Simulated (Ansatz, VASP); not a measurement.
One calculation of BH12C3N, two programs

Contents of POSCAR:

```
BH12C3N
1.0
    4.5396000000      2.6209392820      1.9640666667
   -4.5396000000      2.6209392820      1.9640666667
    0.0000000000     -5.2418785640      1.9640666667
B H C N
1 12 3 1
Direct
    0.9181596427      0.9181596427      0.9181596427
    0.2810688730      0.5465571057      0.2810688730
    0.2810688730      0.2810688730      0.5465571057
    0.5465571057      0.2810688730      0.2810688730
    0.3994957855      0.8616670019      0.5962546516
    0.5962546516      0.3994957855      0.8616670019
    0.8616670019      0.5962546516      0.3994957855
    0.5962546516      0.8616670019      0.3994957855
    0.8616670019      0.3994957855      0.5962546516
    0.3994957855      0.5962546516      0.8616670019
    0.0529047671      0.0529047671      0.8299896670
    0.8299896670      0.0529047671      0.0529047671
    0.0529047671      0.8299896670      0.0529047671
    0.4670279442      0.7335071269      0.4670279442
    0.4670279442      0.4670279442      0.7335071269
    0.7335071269      0.4670279442      0.4670279442
    0.6433484108      0.6433484108      0.6433484108
```

Contents of INCAR.step1:

```
SYSTEM = BH12C3N
PREC     = Accurate       ! precision mode
ENCUT    = 520            ! plane-wave cutoff, eV
ISMEAR   = -1             ! smearing method
SIGMA    = 0.02           ! smearing width, eV
LREAL    = Auto         
LASPH    = .TRUE.         ! aspherical terms in the spheres
NELM     = 100            ! most SCF steps
NBANDS   = 30             ! bands
GGA      = PE             ! functional
ALGO     = Normal         ! electronic algorithm
EDIFF    = 1E-4           ! SCF threshold, eV
LWAVE    = .TRUE.         ! write WAVECAR
LCHARG   = .FALSE.        ! write CHGCAR
```

Contents of INCAR.step2:

```
SYSTEM = BH12C3N
PREC     = Accurate       ! precision mode
ENCUT    = 520            ! plane-wave cutoff, eV
EDIFF    = 1E-8           ! SCF threshold, eV
ISMEAR   = -1             ! smearing method
SIGMA    = 0.02           ! smearing width, eV
LREAL    = Auto         
LASPH    = .TRUE.         ! aspherical terms in the spheres
NELM     = 100            ! most SCF steps
ALGO     = Normal         ! electronic algorithm
ISIF     = 2              ! what is computed and relaxed
LWAVE    = .FALSE.        ! write WAVECAR
LCHARG   = .FALSE.        ! write CHGCAR
METAGGA  = R2SCAN         ! meta-GGA
LMIXTAU  = .TRUE.       
LEFG     = .TRUE.       
NBANDS   = 30             ! bands
ISTART   = 1
```

File KPOINTS:

```
regular mesh
0
G
  6 6 6
  0 0 0
```

Input for Ansatz:

```yaml
crystal:
  lattice:
    - [4.5396, 2.620939282, 1.9640666667]
    - [-4.5396, 2.620939282, 1.9640666667]
    - [0.0, -5.241878564, 1.9640666667]
  atoms:
    - { symbol: B, position: [0.9181596427, 0.9181596427, 0.9181596427] }
    - { symbol: H, position: [0.281068873, 0.5465571057, 0.281068873] }
    - { symbol: H, position: [0.281068873, 0.281068873, 0.5465571057] }
    - { symbol: H, position: [0.5465571057, 0.281068873, 0.281068873] }
    - { symbol: H, position: [0.3994957855, 0.8616670019, 0.5962546516] }
    - { symbol: H, position: [0.5962546516, 0.3994957855, 0.8616670019] }
    - { symbol: H, position: [0.8616670019, 0.5962546516, 0.3994957855] }
    - { symbol: H, position: [0.5962546516, 0.8616670019, 0.3994957855] }
    - { symbol: H, position: [0.8616670019, 0.3994957855, 0.5962546516] }
    - { symbol: H, position: [0.3994957855, 0.5962546516, 0.8616670019] }
    - { symbol: H, position: [0.0529047671, 0.0529047671, 0.829989667] }
    - { symbol: H, position: [0.829989667, 0.0529047671, 0.0529047671] }
    - { symbol: H, position: [0.0529047671, 0.829989667, 0.0529047671] }
    - { symbol: C, position: [0.4670279442, 0.7335071269, 0.4670279442] }
    - { symbol: C, position: [0.4670279442, 0.4670279442, 0.7335071269] }
    - { symbol: C, position: [0.7335071269, 0.4670279442, 0.4670279442] }
    - { symbol: "N", position: [0.6433484108, 0.6433484108, 0.6433484108] }
kpoints:
  mp_grid: { grid: [6, 6, 6] }
scf:
  occupations: { method: fermi_dirac, width: 0.02 }
hamiltonian:
  xc: r2scan
  pseudopotentials: { kind: paw }
output:
  forces: true
  stress: true
  populations: true
  efg:
    quadrupole_moments_barn: { B: 0.04059, H: 0.00285783, "N": 0.02044 }
    contact_densities: true
```

Alike in both runs: task electric field gradients; functional r2SCAN; k mesh 6 × 6 × 6; occupations fermi-dirac, width 0.02 eV; no spin polarisation.

```csv
,VASP,Ansatz
version,VASP 6.6.1,Ansatz 0.2.0
potentials or method,"VASP PAW PBE potentials, release 64 (B, H, C, N)","plane-wave PAW, scalar-relativistic"
plane-wave cutoff (eV),520,500
valence electrons in the cell,32,32
```

|  | VASP | Ansatz | Ansatz less VASP |
| --- | --- | --- | --- |
| gap on the k mesh at the Fermi level (eV) | 6.80 | 6.77 | -0.022 |
| pressure (GPa) | -1.2 | -1.4 | -0.15 |
| largest component of the traceless stress (GPa) | 0.06 | 0.03 | -0.030 |
| rms of the force components (eV/Å) | 0.076 | 0.100 | +0.0245 |
| Vzz of the field gradient on the site that differs most (V/Å²) | 35.9 | 33.4 | -2.52 |

Atom by atom the forces differ by 0.028 eV/Å (rms over components).

Caveats: the PAW data sets were made with another functional, which shifts forces and pressure a little (VASP). r2SCAN opens gaps a little over a GGA but as a rule still falls short of measured ones. A k mesh can miss the band edges.
